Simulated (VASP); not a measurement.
Input:

```xyz
2
Lattice="0.0000 2.7521 2.7521 2.7521 0.0000 2.7521 2.7521 2.7521 0.0000" Properties=species:S:1:pos:R:3 pbc="T T T"
Pt     0.0000     0.0000     0.0000
Sb     2.7521     2.7521     2.7521
```

All values below come from r2SCAN meta-GGA, VASP's PBE PAW potentials (set 64) (plane waves; VASP). Numerical set-up: 400 eV cut-off, 13×13×13 Γ-centred mesh, tetrahedra with Blöchl corrections, potentials Pt Sb.

Unless said otherwise, spin-orbit coupling is left out, though it shifts the bands of the heavy elements here.

**Question.** What does the run give for the energy per atom (σ→0), band gap (over mesh and band path) with the smallest direct gap where there is one?

**Answer.** 
| Property | Value |
|---|---|
| band gap (over mesh and band path) | none (metal, semimetal or under 0.01 eV) |
| energy per atom (σ→0) | -38.921 eV/atom |

The absolute energy has meaning only against runs of the same code, potentials and settings.

The structure was generated: PtSb was put into the rock salt type (Fm-3m), which need not be its known phase. It was relaxed first, which changed the volume by -20 %. The electron count is odd and the run is not spin-polarised, which forces a metal.
